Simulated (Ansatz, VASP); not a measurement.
# GaPH2 (GaP wire along [110], 8 atoms a period, H-terminated) in two plane-wave programs

Wanted: the spread between two codes on one cell, functional and k mesh. The cell is taken from a series of runs on this material, whose earlier steps may have relaxed, scaled, displaced or heated it; both programs get it as it stands.

Calculated with Ansatz 0.2.0; plane waves, with VASP 6.6.1 beside it; HSE06.

## Step 1: The structure

The cell holds 16 atoms: 8 H, 4 Ga and 4 P. Cell: a = 15.425 Å, b = 13.276 Å, c = 3.950 Å, α = 90.0°, β = 90.0°, γ = 90.0°. Vacuum lies along a and b. The structure's axis is c.

## Step 2: VASP: single point, HSE06

A single point takes one fixed geometry, so differences don't come from the geometry; what else differs is listed under the comparison.

Lines of VASP's logs that name or quote its potential files are left out, and so is its time.

The run reads the wave functions of an earlier VASP run, which isn't shown here.

File INCAR:

```
SYSTEM = GaPH2
PREC = Accurate
ENCUT = 400
EDIFF = 1E-06
NELM = 100
ISMEAR = -1
SIGMA = 0.05
LREAL = .FALSE.
ALGO = Normal
LHFCALC = .TRUE.
AEXX = 0.25
GGA = PE
HFSCREEN = 0.208
LASPH = .TRUE.
NBANDS = 56
PRECFOCK = Fast
LORBIT = 11
LWAVE = .FALSE.
LCHARG = .FALSE.
ISIF = 2
```

File POSCAR:

```
GaPH2
1.0
   15.4250000000      0.0000000000      0.0000000000
    0.0000000000     13.2760000000      0.0000000000
    0.0000000000      0.0000000000      3.9503807384
H Ga P
8 4 4
Direct
    0.4052405490      0.2480378670      0.0000000000
    0.2280117560      0.6037347180      0.5000000000
    0.2280117560      0.3962869420      0.5000000000
    0.6029627010      0.7250669520      0.5000000000
    0.6029627010      0.2749547080      0.5000000000
    0.4052405490      0.7519837930      0.0000000000
    0.7807313040      0.5814595510      0.0000000000
    0.7807313040      0.4185621090      0.0000000000
    0.4515315110      0.3525548240      0.0000000000
    0.2766302520      0.5000108300      0.5000000000
    0.6311997470      0.5000108300      0.5000000000
    0.4515315110      0.6474668360      0.0000000000
    0.5437308320      0.6425342720      0.5000000000
    0.5437308320      0.3574873880      0.5000000000
    0.3693913300      0.5000108300      0.0000000000
    0.7209872750      0.5000108300      0.0000000000
```

File KPOINTS:

```
Automatic mesh
0
Gamma
1 1 8
0 0 0
```

Potentials, in the order of the species: H, Ga_d and P (PBE family, release 64).

Command:

```
> export OMP_NUM_THREADS=4
> mpirun -np 1 vasp_std
```

Numbers of over 12 decimals in the logs are rounded to 6 here.

The program printed:

```text
[banner, memory and clock lines left out]
running    1 mpi-ranks, on    1 nodes
 distrk:  each k-point on    1 cores,    1 groups
 distr:  one band on    1 cores,    1 groups
 Offloading initialized ...    1 GPUs detected
 POSCAR found type information on POSCAR H GaP
 POSCAR found :  3 types and      16 ions
 LDA part: xc-table for (Slater+PW92), standard interpolation
 found WAVECAR, reading the header
 POSCAR, INCAR and KPOINTS ok, starting setup
 FFT: planning ... GRIDC
 FFT: planning ... GRID_SOFT
 FFT: planning ... GRID
 reading WAVECAR
 the WAVECAR file was read successfully
 initial charge from wavefunction
 entering main loop
       N       E                     dE             d eps       ncg     rms          rms(c)
DAV:   1    -0.719773764294E+02   -0.71977E+02   -0.25390E+00   848   0.187E+01    0.173E+00
DAV:   2    -0.719791734100E+02   -0.17970E-02   -0.44247E-01   744   0.479E+00    0.188E+00
DAV:   3    -0.719752237426E+02    0.39497E-02   -0.66791E-02   840   0.173E+00    0.205E+00
DAV:   4    -0.719737465264E+02    0.14772E-02   -0.70873E-03   784   0.524E-01    0.124E+00
DAV:   5    -0.719730250719E+02    0.72145E-03   -0.87488E-04   864   0.136E-01    0.729E-01
DAV:   6    -0.719727089548E+02    0.31612E-03   -0.17136E-04   696   0.631E-02    0.426E-01
DAV:   7    -0.719725500678E+02    0.15889E-03   -0.46458E-05   856   0.360E-02    0.245E-01
DAV:   8    -0.719724683388E+02    0.81729E-04   -0.12555E-05   704   0.223E-02    0.142E-01
DAV:   9    -0.719724301273E+02    0.38212E-04   -0.73182E-06   680   0.166E-02    0.821E-02
DAV:  10    -0.719724187257E+02    0.11402E-04   -0.39693E-06   632   0.133E-02    0.474E-02
DAV:  11    -0.719724239195E+02   -0.51938E-05   -0.29241E-06   552   0.112E-02    0.285E-02
DAV:  12    -0.719724396765E+02   -0.15757E-04   -0.21377E-06   536   0.993E-03    0.174E-02
DAV:  13    -0.719724617681E+02   -0.22092E-04   -0.17004E-06   496   0.906E-03    0.112E-02
DAV:  14    -0.719724875733E+02   -0.25805E-04   -0.14268E-06   520   0.840E-03    0.777E-03
[...]
DAV:  43    -0.719728615531E+02   -0.22757E-05   -0.36398E-08   472   0.595E-04    0.396E-04
DAV:  44    -0.719728635714E+02   -0.20183E-05   -0.31348E-08   488   0.552E-04    0.363E-04
DAV:  45    -0.719728653704E+02   -0.17990E-05   -0.27534E-08   496   0.507E-04    0.334E-04
DAV:  46    -0.719728669728E+02   -0.16024E-05   -0.23874E-08   488   0.472E-04    0.307E-04
DAV:  47    -0.719728683982E+02   -0.14254E-05   -0.20939E-08   472   0.435E-04    0.282E-04
DAV:  48    -0.719728696674E+02   -0.12691E-05   -0.18168E-08   472   0.405E-04    0.259E-04
DAV:  49    -0.719728707914E+02   -0.11240E-05   -0.15830E-08   488   0.373E-04    0.238E-04
DAV:  50    -0.719728717827E+02   -0.99131E-06   -0.13564E-08   488   0.347E-04
   1 F= -.71972872E+02 E0= -.71972872E+02  d E =-.378857E-10
```

From OUTCAR (step 2):

```text
ion  position               nearest neighbor table
   1  0.405  0.248  0.000-   9 1.56
   2  0.228  0.604  0.500-  10 1.57
   3  0.228  0.396  0.500-  10 1.57
   4  0.603  0.725  0.500-  13 1.43
   5  0.603  0.275  0.500-  14 1.43
   6  0.405  0.752  0.000-  12 1.56
   7  0.781  0.581  0.000-  16 1.42
   8  0.781  0.419  0.000-  16 1.42
   9  0.452  0.353  0.000-   1 1.56  15 2.33  14 2.43  14 2.43
  10  0.277  0.500  0.500-   2 1.57   3 1.57  15 2.44  15 2.44
  11  0.631  0.500  0.500-  13 2.32  14 2.32  16 2.41  16 2.41
  12  0.452  0.647  0.000-   6 1.56  15 2.33  13 2.43  13 2.43
  13  0.544  0.643  0.500-   4 1.43  11 2.32  12 2.43  12 2.43
  14  0.544  0.357  0.500-   5 1.43  11 2.32   9 2.43   9 2.43
  15  0.369  0.500  0.000-   9 2.33  12 2.33  10 2.44  10 2.44
  16  0.721  0.500  0.000-   7 1.42   8 1.42  11 2.41  11 2.41

  LATTYP: Found a simple orthorhombic cell.
 ALAT       =     3.9503807384
 B/A-ratio  =     3.3606887232
 C/A-ratio  =     3.9046869204

 Subroutine GETGRP returns: Found  4 space group operations
 (whereof  2 operations were pure point group operations)

The static configuration has the point symmetry C_1h.
 The point group associated with its full space group is C_2v.

 Found      5 irreducible k-points:

   k-points           NKPTS =      5   k-points in BZ     NKDIM =      8   number of bands    NBANDS=     56

   dimension x,y,z NGX =   108 NGY =   90 NGZ =   28
   dimension x,y,z NGXF=   216 NGYF=  180 NGZF=   56

   ENCUT  =  400.0 eV  29.40 Ry    5.42 a.u.  25.15 21.65  6.44*2*pi/ulx,y,z

   NELECT =      80.0000    total number of electrons

 k-points in reciprocal lattice and weights: Automatic mesh
   0.00000000  0.00000000  0.00000000       0.125
   0.00000000  0.00000000  0.12500000       0.250
   0.00000000  0.00000000  0.25000000       0.250
   0.00000000  0.00000000  0.37500000       0.250
   0.00000000  0.00000000  0.50000000       0.125

  exchange ACFDT corr.  =         0.00000000  see jH, gK, PRB 81, 115126

 average (electrostatic) potential at core
       1 -34.0078       2 -33.0635       3 -33.0635       4 -36.5463       5 -36.5463
       6 -34.0078       7 -37.5839       8 -37.5839       9 -65.3183      10 -64.2012
      11 -66.6026      12 -65.3183      13 -87.7477      14 -87.7477      15 -86.4834
      16 -89.0702

 E-fermi :  -2.2342

 k-point     1 :       0.0000    0.0000    0.0000
  band No.  band energies     occupation
    ...
     36      -4.8262      2.00000
     37      -4.5848      2.00000
     38      -4.4847      2.00000
     39      -4.1355      2.00000
     40      -3.3916      2.00000
     41      -1.0313      0.00000
     42      -0.1614      0.00000
     43      -0.1235      0.00000
     44       0.4089      0.00000
     45       0.7355      0.00000
    ...

 k-point     2 :       0.0000    0.0000    0.1250
  band No.  band energies     occupation
    ...
     36      -5.2460      2.00000
     37      -4.9751      2.00000
     38      -4.4567      2.00000
     39      -4.2694      2.00000
     40      -3.7825      2.00000
     41      -0.1990      0.00000
     42       0.1359      0.00000
     43       0.3311      0.00000
     44       0.7032      0.00000
     45       0.9460      0.00000
    ...

 k-point     3 :       0.0000    0.0000    0.2500
  band No.  band energies     occupation
    ...
     36      -5.6628      2.00000
     37      -5.1548      2.00000
     38      -4.8290      2.00000
     39      -4.5445      2.00000
     40      -4.1049      2.00000
     41       0.1235      0.00000
     42       0.2084      0.00000
     43       0.6895      0.00000
     44       1.0715      0.00000
     45       1.2495      0.00000
    ...

  Total       -3.0370484     -3.0102371     -1.9395638      0.0000000      0.0000000      0.0000000
  in kB       -6.0149347     -5.9618345     -3.8413448      0.0000000      0.0000000      0.0000000
  external PRESSURE =      -5.2727047 kB  Pullay stress =       0.0000000 kB

  energy-cutoff  :      400.00
  volume of cell :      808.97
      direct lattice vectors                 reciprocal lattice vectors
    15.425000000  0.000000000  0.000000000     0.064829822  0.000000000  0.000000000
     0.000000000 13.276000000  0.000000000     0.000000000  0.075323893  0.000000000
     0.000000000  0.000000000  3.950380738     0.000000000  0.000000000  0.253140157

 POSITION                                       TOTAL-FORCE (eV/Angst)
 -----------------------------------------------------------------------------------
      6.25084      3.29295      0.00000         0.092247      0.124117      0.000000
      3.51708      8.01518      1.97519         0.051715     -0.109549      0.000000
      3.51708      5.26111      1.97519         0.051715      0.109549      0.000000
      9.30070      9.62599      1.97519        -0.182526     -0.187624      0.000000
      9.30070      3.65030      1.97519        -0.182526      0.187624      0.000000
      6.25084      9.98334      0.00000         0.092247     -0.124117      0.000000
     12.04278      7.71946      0.00000        -0.206950     -0.175851      0.000000
     12.04278      5.55683      0.00000        -0.206950      0.175851      0.000000
      6.96487      4.68052      0.00000        -0.064522      0.008101      0.000000
      4.26702      6.63814      1.97519        -0.032724      0.000000      0.000000
      9.73626      6.63814      1.97519        -0.082404      0.000000      0.000000
      6.96487      8.59577      0.00000        -0.064522     -0.008101      0.000000
      8.38705      8.53028      1.97519         0.186528      0.069384      0.000000
      8.38705      4.74600      1.97519         0.186528     -0.069384      0.000000
      5.69786      6.63814      0.00000         0.099269      0.000000      0.000000
     11.12123      6.63814      0.00000         0.262873      0.000000      0.000000
 -----------------------------------------------------------------------------------
    total drift:                               -0.033841     -0.000002      0.000001

  FREE ENERGIE OF THE ION-ELECTRON SYSTEM (eV)
  ---------------------------------------------------
  free  energy   TOTEN  =       -71.9728717827 eV

  energy  without entropy=      -71.9728717826  energy(sigma->0) =      -71.97287178

 total charge
# of ion       s       p       d       tot
------------------------------------------
    1        0.535   0.009   0.000   0.544
    2        0.539   0.009   0.000   0.548
    3        0.539   0.009   0.000   0.548
    4        0.562   0.023   0.000   0.584
    5        0.562   0.023   0.000   0.584
    6        0.535   0.009   0.000   0.544
    7        0.563   0.023   0.000   0.586
    8        0.563   0.023   0.000   0.586
    9        0.841   0.860  10.018  11.720
   10        0.842   0.899  10.016  11.757
   11        0.830   0.860  10.020  11.710
   12        0.841   0.860  10.018  11.720
   13        1.012   1.551   0.000   2.562
   14        1.012   1.551   0.000   2.562
   15        1.010   1.535   0.000   2.545
   16        1.006   1.574   0.000   2.580
--------------------------------------------------
tot         11.792   9.816  40.073  61.682

[... 2 further parts left out ...]
```

[end of part 1 of 2]

[Lines on the potential files, build, host, timing and source positions are cut from VASP's logs without a mark.]

[Logs are printed without paths, hosts, clocks, repeated set-up lines and the standing remarks that a program may print on its own settings, such as how far it seeks lower states.]

[Hosts, paths, dates, database ids (printed as entryN), source tags and the programs' standing remarks are cut or masked in the printed files.]
